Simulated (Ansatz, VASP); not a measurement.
# Ba7Al24Si25O93 (glassy 57SiO2-27Al2O3-16BaO (mol %)): VASP beside Ansatz

One calculation is typed for both programs; each brings its own data sets. How far apart do they land? The cell is taken from a series of runs on this material, whose earlier steps may have relaxed, scaled, displaced or heated it; both programs get it as it stands.

Calculated with Ansatz 0.2.0; plane waves, with VASP 6.6.1 beside it; single point at PBE.

## Step 1: Set-up

The cell holds 149 atoms: 25 Si, 24 Al, 7 Ba and 93 O. Cell: a = 12.287 Å, b = 12.287 Å, c = 12.287 Å, α = 90.0°, β = 90.0°, γ = 90.0°. As first built, before any earlier steps moved the atoms (in the runner's words): 149 atoms (25 Si, 24 Al, 7 Ba, 93 O) placed at random at 3.4 g/cm^3, melted at 4000 K for 10 ps at fixed volume with the Morse and Coulomb pair potential with partial charges (Pedone, Malavasi, Menziani, Cormack and Segre, J. Phys. Chem. B 110, 11780 (2006)). Quenched from 4000 K to 300 K at 25 K/ps and fixed volume, held 5 ps. The cell carries charge −1.

## Step 2: VASP: single point, PBE

A single point gives forces, pressure and levels at one fixed geometry, so differences don't come from the geometry; what else differs is listed under the comparison.

Lines of VASP's logs that name or quote its potential files are left out, and so is its time.

Input file INCAR:

```
SYSTEM = Ba7Al24Si25O93
PREC = Accurate
ENCUT = 600
EDIFF = 1E-06
NELM = 200
ISMEAR = -1
SIGMA = 0.01
LREAL = Auto
ALGO = Normal
GGA = PE
NELECT = 801
NBANDS = 504
ISPIN = 2
MAGMOM = 0 0 0 0 0 0 0 0 0 0 0 0 0 0 0 0 0 0 0 0 0 0 0 0 0 0 0 0 0 0 0 0 0 0 0 0 0 0 0 0 0 0 0 0 0 0 0 0 0 0 0 0 0 0 0 0 0 0 0 0 0 0 0 0 0 0 0 0 0 0 0 0 0 0 0 0 0 0 0 0 0 0 0 0 0 0 0 0 0 0 0 0 0 0 0 0 0 0 0 0 0 0 0 0 0 0 0 0 0 0 0 0 0 0 0 0 0 0 0 0 0 0 0 0 0 0 0 0 0 0 0 0 0 0 0 0 0 0 0 0 0 0 0 0 0 0 0 0 0
LORBIT = 11
LWAVE = .FALSE.
LCHARG = .FALSE.
ISIF = 2
LASPH = .TRUE.
GGA_COMPAT = .FALSE.
```

Input file POSCAR:

```
Ba7Al24Si25O93
1.0
   12.2866000000      0.0000000000      0.0000000000
    0.0000000000     12.2866000000      0.0000000000
    0.0000000000      0.0000000000     12.2866000000
Si Al Ba O
25 24 7 93
Direct
    0.2063000000      0.8730300000      0.6070300000
    0.6522200000      0.7752700000      0.1541700000
    0.4296700000      0.9576000000      0.6765600000
    0.9902800000      0.7741200000      0.7448300000
    0.2534400000      0.4649300000      0.0615500000
    0.0308500000      0.1823500000      0.3827200000
    0.1243400000      0.3792700000      0.8514800000
    0.2274000000      0.7686000000      0.3787800000
    0.4427000000      0.8177800000      0.8689900000
    0.1912200000      0.6634300000      0.7060700000
    0.4267400000      0.5700000000      0.9466000000
    0.2603800000      0.1324900000      0.1103900000
    0.9987200000      0.7847200000      0.1515300000
    0.8492700000      0.4255000000      0.3046100000
    0.3571100000      0.1930900000      0.3416400000
    0.6601600000      0.5492800000      0.0203000000
    0.7449200000      0.6560100000      0.8171200000
    0.2818500000      0.4271100000      0.4428900000
    0.6482900000      0.7070500000      0.3908300000
    0.8158800000      0.3393700000      0.0826800000
    0.7115800000      0.3157500000      0.8008600000
    0.7695000000      0.1323300000      0.4436600000
    0.9871800000      0.7247200000      0.3907100000
    0.0688500000      0.1544800000      0.7953700000
    0.9088500000      0.3790700000      0.5559600000
    0.8427200000      0.1247900000      0.9151800000
    0.8228200000      0.8459900000      0.9600900000
    0.1236900000      0.9734000000      0.2443300000
    0.6386300000      0.9834000000      0.8869700000
    0.6169200000      0.4633200000      0.3631700000
[... 113 atom lines left out ...]
    0.0857200000      0.6872300000      0.7905900000
    0.9466500000      0.1189700000      0.0189200000
    0.3323500000      0.1829400000      0.2115400000
    0.7383400000      0.7781800000      0.8643500000
    0.7555400000      0.1849200000      0.7965200000
    0.7599600000      0.2292300000      0.0243100000
```

Input file KPOINTS:

```
Automatic mesh
0
Gamma
1 1 1
0 0 0
```

PAW data sets: Si, Al, Ba_sv and O (PBE family, release 64).

Command:

```bash
> export OMP_NUM_THREADS=3
> mpirun -np 1 vasp_gam
```

Numbers of over 12 decimals in the logs are rounded to 6 here.

The log of the run:

```text
[banner, memory and clock lines left out]
running    1 mpi-ranks, on    1 nodes
[...]
Offloading initialized ...    1 GPUs detected
[...]
LDA part: xc-table for (Slater+PW92), standard interpolation
 POSCAR, INCAR and KPOINTS ok, starting setup
[...]
entering main loop
       N       E                     dE             d eps       ncg     rms          rms(c)
DAV:   1     0.789736318091E+04    0.78974E+04   -0.51209E+05  2032   0.176E+03
DAV:   2    -0.536514863601E+03   -0.84339E+04   -0.81435E+04  2520   0.393E+02
DAV:   3    -0.124855962308E+04   -0.71204E+03   -0.70679E+03  2368   0.120E+02
DAV:   4    -0.126769977801E+04   -0.19140E+02   -0.19050E+02  2432   0.195E+01
DAV:   5    -0.126850311521E+04   -0.80334E+00   -0.80287E+00  3056   0.336E+00BRMIX: very serious problems
 the old and the new charge density differ
 old charge density:   800.00000 new  801.00000
    0.877E+01
DAV:   6    -0.111040400522E+04    0.15810E+03   -0.70654E+02  2280   0.367E+01    0.376E+01
DAV:   7    -0.111115867451E+04   -0.75467E+00   -0.28257E+01  2480   0.773E+00    0.171E+01
DAV:   8    -0.111070485931E+04    0.45382E+00   -0.40811E+00  2352   0.371E+00    0.687E+00
DAV:   9    -0.111069634741E+04    0.85119E-02   -0.78631E-01  2568   0.210E+00    0.185E+00
[...]
DAV:  17    -0.111078462282E+04   -0.24477E-05   -0.36377E-05  2360   0.123E-02    0.132E-02
DAV:  18    -0.111078462208E+04    0.73850E-06   -0.10809E-05  2240   0.653E-03    0.691E-03
DAV:  19    -0.111078462228E+04   -0.19904E-06   -0.24606E-06  1680   0.321E-03
   1 F= -.11107846E+04 E0= -.11107777E+04  d E =-.138621E-01  mag=     0.0099
```

Parts of OUTCAR (step 2):

```text
  Total       34.0793608     35.3046327     27.7243873      4.1468370     -5.4443147      2.9659068
  in kB       29.4379025     30.4962979     23.9484484      3.5820562     -4.7028231      2.5619634
[...]
15        0.650   0.986   0.000   1.635
   16        0.639   0.956   0.000   1.595
   17        0.661   0.993   0.000   1.654
   18        0.654   0.982   0.000   1.636
   19        0.656   0.975   0.000   1.631
   20        0.643   0.935   0.000   1.578
   21        0.662   1.006   0.000   1.667
   22        0.650   0.954   0.000   1.604
   23        0.646   0.949   0.000   1.595
   24        0.672   1.019   0.000   1.691
   25        0.650   0.990   0.000   1.639
   26        0.320   0.379   0.000   0.700
   27        0.308   0.368   0.000   0.676
[...]
--------------------------------------------------
tot        182.454 411.566   1.754 595.774

 magnetization (x)
# of ion       s       p       d       tot
------------------------------------------
    1        0.000   0.000   0.000   0.000
    2        0.000   0.000   0.000   0.000
    3        0.000   0.000   0.000   0.000
    4        0.000   0.000   0.000   0.000
    5        0.000   0.000   0.000   0.000
    6        0.000   0.000   0.000   0.000
    7        0.000   0.000   0.000   0.000
    8        0.000   0.000   0.000   0.000
    9        0.000   0.000   0.000   0.000
   10        0.000   0.000   0.000   0.000
   11        0.000   0.000   0.000   0.000
   12        0.000   0.000   0.000   0.000
   13        0.000   0.000   0.000   0.000
[...]
--------------------------------------------------
tot          0.003  -0.001   0.000   0.003

[... 2 further parts left out ...]
[key lines of the parts left out:]
E-fermi :   6.9504
```

This run allows spin, but its moments start at zero, where symmetry between the spins tends to hold them. Its electron count is odd, so without a moment it is a metal by construction.

## Step 3: Ansatz: single point, PBE

Ansatz runs on its PAW soft_1 files.

The same cell, functional, mesh and smearing now go to Ansatz, which takes its cutoff from its data sets.

Input file input.yaml:

```yaml
crystal:
  lattice:
    - [12.2866, 0.0, 0.0]
    - [0.0, 12.2866, 0.0]
    - [0.0, 0.0, 12.2866]
  atoms:
    - { symbol: Si, position: [0.2063, 0.87303, 0.60703] }
    - { symbol: Si, position: [0.65222, 0.77527, 0.15417] }
    - { symbol: Si, position: [0.42967, 0.9576, 0.67656] }
    - { symbol: Si, position: [0.99028, 0.77412, 0.74483] }
    - { symbol: Si, position: [0.25344, 0.46493, 0.06155] }
    - { symbol: Si, position: [0.03085, 0.18235, 0.38272] }
    - { symbol: Si, position: [0.12434, 0.37927, 0.85148] }
    - { symbol: Si, position: [0.2274, 0.7686, 0.37878] }
    - { symbol: Si, position: [0.4427, 0.81778, 0.86899] }
    - { symbol: Si, position: [0.19122, 0.66343, 0.70607] }
    - { symbol: Si, position: [0.42674, 0.57, 0.9466] }
    - { symbol: Si, position: [0.26038, 0.13249, 0.11039] }
    - { symbol: Si, position: [0.99872, 0.78472, 0.15153] }
    - { symbol: Si, position: [0.84927, 0.4255, 0.30461] }
    - { symbol: Si, position: [0.35711, 0.19309, 0.34164] }
    - { symbol: Si, position: [0.66016, 0.54928, 0.0203] }
    - { symbol: Si, position: [0.74492, 0.65601, 0.81712] }
    - { symbol: Si, position: [0.28185, 0.42711, 0.44289] }
    - { symbol: Si, position: [0.64829, 0.70705, 0.39083] }
    - { symbol: Si, position: [0.81588, 0.33937, 0.08268] }
    - { symbol: Si, position: [0.71158, 0.31575, 0.80086] }
    - { symbol: Si, position: [0.7695, 0.13233, 0.44366] }
    - { symbol: Si, position: [0.98718, 0.72472, 0.39071] }
    - { symbol: Si, position: [0.06885, 0.15448, 0.79537] }
    - { symbol: Si, position: [0.90885, 0.37907, 0.55596] }
    - { symbol: Al, position: [0.84272, 0.12479, 0.91518] }
    - { symbol: Al, position: [0.82282, 0.84599, 0.96009] }
    - { symbol: Al, position: [0.12369, 0.9734, 0.24433] }
    - { symbol: Al, position: [0.63863, 0.9834, 0.88697] }
    - { symbol: Al, position: [0.61692, 0.46332, 0.36317] }
[... 113 atom lines left out ...]
    - { symbol: O, position: [0.08572, 0.68723, 0.79059] }
    - { symbol: O, position: [0.94665, 0.11897, 0.01892] }
    - { symbol: O, position: [0.33235, 0.18294, 0.21154] }
    - { symbol: O, position: [0.73834, 0.77818, 0.86435] }
    - { symbol: O, position: [0.75554, 0.18492, 0.79652] }
    - { symbol: O, position: [0.75996, 0.22923, 0.02431] }
total_charge: -1
kpoints:
  mp_grid: { grid: [1, 1, 1] }
hamiltonian:
  xc: pbe
  pseudopotentials: { kind: paw, azcp: { folder: soft_1 } }
scf:
  occupations: { method: fermi_dirac, width: 0.01 }
  lower_state_search: "off"
output:
  forces: true
  stress: true
  populations: true
  dos:
    method: { smearing: { sigma: 0.15 } }
    de: 0.1
    projected: { site_lists: { Al: [Al], Ba: [Ba], O: [O], Si: [Si] } }
  eigenvalues: true
  write_density: true
  write_potential: true
  volumetric_format: npy
magnetization:
  spin_polarized: true
  initial_magnetization: 1
```

Command:

```bash
> ansatz run input.yaml --threads 4 --pin off --max-ram 8192MiB --backend cpu --events-out ev --progress --plain --runs-dir out
```

The log of the run:

```text
Engine: ansatz 0.2.0, x86_64-unknown-linux-gnu
Pseudopotentials: kind: paw
Pseudopotential: Si, paw, valence charge 4, recommended cutoff 420 eV (normal), soft_1/Si.paw.azcp
Pseudopotential: Al, paw, valence charge 3, recommended cutoff 420 eV (normal), soft_1/Al.paw.azcp
Pseudopotential: Ba, paw, valence charge 10, recommended cutoff 420 eV (normal), soft_1/Ba.paw.azcp
Pseudopotential: O, paw, valence charge 6, recommended cutoff 420 eV (normal), soft_1/O.paw.azcp
Functional definition: PBE
  parameter kappa = 0.804
  parameter beta = 0.066725
  exchange = pbe_x(kappa = kappa, mu = beta*pi^2/3)
  correlation = pbe_c(beta = beta)
Crystal: 149 atoms, lattice volume = 1854.792 Å³
Basis set: ecut = 420 eV, 36257 PW (Γ), exchange–correlation on 180×180×180 points (8 copies of the dense FFT grid, shifted against one another)
Bands: 550, of which v1, the nominal top of the filled ones, is band 401 counted from 1 (400 counted from 0)
Symmetry: 1 space group operations
Space group: P1 (ITA 1), of the structure as read, at distance tolerance 1.2e-4 Å
Magnetic group: BNS 1.1 (UNI 1), of the structure as read, at distance tolerance 1.2e-4 Å
k-points: 1
Non-local potential: Si, projectors of the file, l = 0: 2, l = 1: 2, l = 2: 1
Non-local potential: Al, projectors of the file, l = 0: 2, l = 1: 2, l = 2: 1
Non-local potential: Ba, projectors of the file, l = 0: 3, l = 1: 2, l = 2: 2, l = 3: 2
Non-local potential: O, projectors of the file, l = 0: 2, l = 1: 2, l = 2: 1
PAW form: soft (Blöchl's): semilocal exchange-correlation on the pseudo side does not see the compensation charge
PAW one-centre angular grid: Si, 110 points (default); XC on 64 Gauss nodes
PAW one-centre angular grid: Al, 110 points (default); XC on 64 Gauss nodes
PAW one-centre angular grid: Ba, 194 points (default); XC on 64 Gauss nodes
PAW one-centre angular grid: O, 110 points (default); XC on 64 Gauss nodes
Initial density: superposition of atomic densities (chi_scale 0.1, normalization cell, long waves 36 % of neutral atoms scaled as one to the charged cell's electrons (reshape's long-wave potential 1.36 eV rms, cloud 2.81 Å wide))
Starting moments: Σ|m| = 1 μB on 149 of 149 sites
Initial wavefunctions: pseudopotential atomic-orbital guess
Functional: x = pbe(κ = 0.804, μ = 0.219515), c = pbe(β = 0.066725)
SCF iter   1: F=—  HF=-123468.557212 eV  |F-HF|=—  |Δ(HF+E_count)|=         —  Δρ=5.21e-2 (↑5.19e-2 ↓5.21e-2)  dr2=2.60e2  dr2_m=8.91e-2  M=1.000 μB ∫|m|=1.041 μB  β_m=1.00  ethr=3.10e-3  ⟨swp⟩=9.0  Hψ=5818  notcnv=0  defer=250
preconditioner: auto → Resta (q_TF=auto, 2.372 Å⁻¹)  ε∞=4.0  [insulator: Δε(μ)=0.304 eV  Ē_g=13.983 eV  σ=0.010 eV  W_gap=1.00  n_scr=436 (ndim 8)  ℏωp=24.2 eV  f_vac=0.002  D(μ)=0.00/eV (n_scr^D=0)  ε∞_Penn≈4.0]
spin=Collinear: Resta preconditioning applied to the charge; magnetization (m = ρ↑ − ρ↓) channel mixes plain (no charge-response kernel on spin).
SCF iter   2: F=—  HF=-123418.769793 eV  |F-HF|=—  |Δ(HF+E_count)|=         —  Δρ=2.68e-2 (↑2.68e-2 ↓2.68e-2)  dr2=9.44e1  dr2_m=8.77e-3  M=1.000 μB ∫|m|=1.060 μB  β_m=0.30  ethr=3.10e-3  ⟨swp⟩=2.5  Hψ=2064  notcnv=0  defer=289
Mixer restart at iter 2: flushing history
SCF iter   3: F=—  HF=-123403.791988 eV  |F-HF|=—  |Δ(HF+E_count)|=    1.50e1  Δρ=1.84e-2 (↑1.84e-2 ↓1.83e-2)  dr2=4.64e1  dr2_m=3.96e-2  M=1.000 μB ∫|m|=1.086 μB  β_m=0.30  ethr=3.10e-3  ⟨swp⟩=3.5  Hψ=2022  notcnv=0  defer=289
SCF iter   4: F=—  HF=-123392.868935 eV  |F-HF|=—  |Δ(HF+E_count)|=    1.09e1  Δρ=9.52e-3 (↑9.36e-3 ↓9.52e-3)  dr2=5.50e0  dr2_m=2.76e-2  M=0.456 μB ∫|m|=0.572 μB  β_m=0.30  ethr=3.10e-3  ⟨swp⟩=4.5  Hψ=2409  notcnv=0  defer=285
SCF iter   5: F=—  HF=-123392.028563 eV  |F-HF|=—  |Δ(HF+E_count)|=   8.40e-1  Δρ=4.26e-3 (↑4.26e-3 ↓4.26e-3)  dr2=1.34e0  dr2_m=1.44e-2  M=0.380 μB ∫|m|=0.459 μB  β_m=0.30  ethr=6.86e-4  ⟨swp⟩=5.0  Hψ=2012  notcnv=0  defer=284
SCF iter   6: F=—  HF=-123392.002862 eV  |F-HF|=—  |Δ(HF+E_count)|=   2.57e-2  Δρ=1.93e-3 (↑1.93e-3 ↓1.86e-3)  dr2=2.61e-1  dr2_m=7.45e-3  M=0.322 μB ∫|m|=0.381 μB  β_m=0.30  ethr=1.68e-4  ⟨swp⟩=7.5  Hψ=2310  notcnv=0  defer=284
SCF iter   7: F=—  HF=-123392.059932 eV  |F-HF|=—  |Δ(HF+E_count)|=   5.71e-2  Δρ=8.27e-4 (↑8.27e-4 ↓7.50e-4)  dr2=3.27e-2  dr2_m=3.84e-3  M=0.290 μB ∫|m|=0.337 μB  β_m=0.30  ethr=3.26e-5  ⟨swp⟩=7.0  Hψ=1887  notcnv=0  defer=283
SCF iter   8: F=—  HF=-123392.075351 eV  |F-HF|=—  |Δ(HF+E_count)|=   1.54e-2  Δρ=4.72e-4 (↑4.72e-4 ↓4.72e-4)  dr2=7.07e-3  dr2_m=2.04e-3  M=0.271 μB ∫|m|=0.308 μB  β_m=0.30  ethr=4.09e-6  ⟨swp⟩=5.0  Hψ=1657  notcnv=0  defer=283
Mixer restart at iter 8: flushing history
spin-set hold released at iteration 8 (site moments contracting): the magnetisation degrees of freedom join the quasi-Newton model from the next iteration; the mixer history was flushed
[...]
--- Löwdin populations: 149 sites ---
  site symbol       q [e]    m [muB]
     0     Si      2.3708     0.0000
     1     Si      2.4083     0.0000
     2     Si      2.3539     0.0000
     3     Si      2.4184     0.0000
     4     Si      2.3579     0.0000
     5     Si      2.3645     0.0000
     6     Si      2.3375     0.0000
     7     Si      2.3571     0.0000
     8     Si      2.4156     0.0000
     9     Si      2.3566     0.0000
    10     Si      2.3537     0.0000
    11     Si      2.3503     0.0000
    12     Si      2.4945     0.0000
    13     Si      2.3404     0.0000
    14     Si      2.3637     0.0000
    15     Si      2.3289     0.0000
    16     Si      2.3994     0.0000
    17     Si      2.3467     0.0000
    18     Si      2.4455     0.0000
    19     Si      2.3695     0.0000
    20     Si      2.3708     0.0000
    21     Si      2.4286     0.0000
    22     Si      2.3396     0.0000
    23     Si      2.4014     0.0000
[...]
141      O      6.8155     0.0000
   142      O      6.7604     0.0000
   143      O      6.7737     0.0000
   144      O      6.9352     0.0000
   145      O      6.7590     0.0000
   146      O      6.8079     0.0000
   147      O      6.7695     0.0000
   148      O      6.7709     0.0000
  spilling = 0.011620 (of n_electrons = 801.000000)
```

The column dr2 measures how far the density is from self-consistency, as an energy; F and HF (Harris–Foulkes) agree once it is small.

## Step 4: Differences

Known differences besides the potentials themselves: the cutoff is 420 eV in Ansatz and 600 eV in VASP (PREC = Accurate, projectors in real space). Total energies have different zeros and are not compared.

Forces on 7 of the 149 atoms, those with the largest forces and the largest differences (eV/Å; atoms numbered as in POSCAR):

```
atom          Ansatz x, y, z           VASP x, y, z
Ba50  -0.005, -0.007, -0.001  -0.070, -0.149, 0.170
Ba51     0.007, 0.005, 0.003  -0.073, 0.043, -0.074
Ba52    0.005, 0.002, -0.002  -0.077, -0.008, 0.068
 O74    0.003, 0.009, -0.011   0.086, 0.167, -0.167
 O89    -0.008, 0.003, 0.008   0.030, 0.019, -0.100
 O98    0.002, -0.014, 0.000   -0.049, 0.052, 0.093
O121    -0.004, 0.003, 0.013   -0.093, 0.005, 0.033
```

The forces differ by 31 meV/Å r.m.s., where the r.m.s. force is 0.010 eV/Å in Ansatz and 0.033 eV/Å in VASP: the atoms lie near their places of rest in Ansatz, so a percentage would say little (all taken over all components). The cell carries a charge of -1 e against a uniform background, so its pressure also hangs on how the neutralising background is counted, and in a defect's cell a gap may be the spacing between its levels.

## Step 5: Summary of results

- r.m.s. force difference (single point, PBE): 31 meV/Å

**Reading.** The r.m.s. force difference is 31 meV/Å (single point, PBE), beyond the 12 meV/Å picked in this series as the mark of a large difference. What causes the difference of the single point, PBE pair stays open here. Such differences can come from data sets, numerical settings and the points named under the comparisons, not from the functional's error against experiment.

[Lines on the potential files, build, host, timing and source positions are cut from VASP's logs without a mark.]

[Logs are printed without paths, hosts, clocks, repeated set-up lines and the standing remarks that a program may print on its own settings, such as how far it seeks lower states.]

[Hosts, paths, dates, database ids (printed as entryN), source tags and the programs' standing remarks are cut or masked in the printed files.]
